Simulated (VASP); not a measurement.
OSZICAR of a VASP run on Te (trig):

OSZICAR:
```
       N       E                     dE             d eps       ncg     rms          rms(c)
DAV:   1     0.759482191649E+02    0.75948E+02   -0.57453E+03   624   0.906E+02
DAV:   2    -0.118887984863E+01   -0.77137E+02   -0.74431E+02   825   0.152E+02
DAV:   3    -0.601038711493E+01   -0.48215E+01   -0.47699E+01   754   0.427E+01
DAV:   4    -0.609720479704E+01   -0.86818E-01   -0.86777E-01   821   0.698E+00
DAV:   5    -0.609842599335E+01   -0.12212E-02   -0.12212E-02   793   0.737E-01    0.138E+01
DAV:   6    -0.608202415193E+01    0.16402E-01   -0.77286E-02   634   0.140E+00    0.869E+00
DAV:   7    -0.607964177026E+01    0.23824E-02   -0.29863E-02   654   0.119E+00    0.446E-01
DAV:   8    -0.607939020420E+01    0.25157E-03   -0.28867E-03   694   0.364E-01    0.188E-01
DAV:   9    -0.607939312919E+01   -0.29250E-05   -0.26490E-04   712   0.110E-01    0.621E-02
DAV:  10    -0.607946981657E+01   -0.76687E-04   -0.91672E-05   649   0.644E-02    0.228E-02
DAV:  11    -0.607947683978E+01   -0.70232E-05   -0.66562E-06   669   0.166E-02    0.621E-03
DAV:  12    -0.607947763577E+01   -0.79599E-06   -0.18353E-06   555   0.911E-03
   1 F= -.60794776E+01 E0= -.60760034E+01  d E =-.694855E-02
```

Problem. Which electronic solver shows in the log?

Solution. It is blocked Davidson (ALGO = Normal, or the opening steps of other solvers). The INCAR had ALGO = Normal.

Problem. Can the final energy be trusted as converged?

Solution. The calculation finished and met its thresholds. It stopped with EDIFF = 1E-6, NELM = 100 (PBE GGA, plane waves, VASP's PBE PAW potentials (set 64)). The cell is charged, with a uniform compensating background.

The compound is Te in the trig structure. The cell was not relaxed at this level. The run is one of a series of settings (NELECT = 18.5 against the base run), some of them coarse on purpose.
